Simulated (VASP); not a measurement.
## Ag3SF: single point with LDA

The system is Ag3SF.

```xyz
5
Lattice="4.4430 0.0000 0.0000 0.0000 4.4430 0.0000 0.0000 0.0000 4.4430" Properties=species:S:1:pos:R:3 pbc="T T T"
S     0.0000    0.0000    0.0000
F     2.2215    2.2215    2.2215
Ag    2.2215    2.2215    0.0000
Ag    2.2215    0.0000    2.2215
Ag    0.0000    2.2215    2.2215
```

The cell comes from a database or a generator and needn't be the stable form of this composition.

```json
{
 "Program": "VASP 6.6.1",
 "Task": "single point",
 "Functional": "LDA",
 "Potentials or basis": "VASP PAW LDA potentials, release 64 (S, F, Ag)",
 "Cutoff": "520 eV",
 "k mesh": "4 × 4 × 4",
 "Occupations": "gaussian, width 0.05 eV",
 "Spin": "no spin polarisation",
 "Dipole correction": "no",
 "Further INCAR settings": "ALGO = Fast; EDIFF = 1e-07; NBANDS = 31"
}
```

```yaml
Pressure: -2.4 GPa
Band_gap_on_the_k_mesh: none (metal or under the smearing width)
```

Levels at points of the mesh, in eV from the Fermi level:
```
           k point  band 21  band 22  band 23  band 24  band 25  band 26
(0.00, 0.00, 0.00)    -1.93    -1.78    -1.78    -1.78     4.05     4.05
(0.50, 0.00, 0.00)    -2.33    -0.59    -0.59     1.61     2.71     5.20
(0.50, 0.50, 0.00)    -0.77    -0.77    -0.01     0.13     2.55     4.59
(0.50, 0.50, 0.50)    -1.55    -1.55    -1.55     3.25     3.25     3.25
```

Run time: 18 s on 1 thread of AMD EPYC 9R45 96-Core Processor (Zen 5) (shared host), peak memory 0.15 GiB.
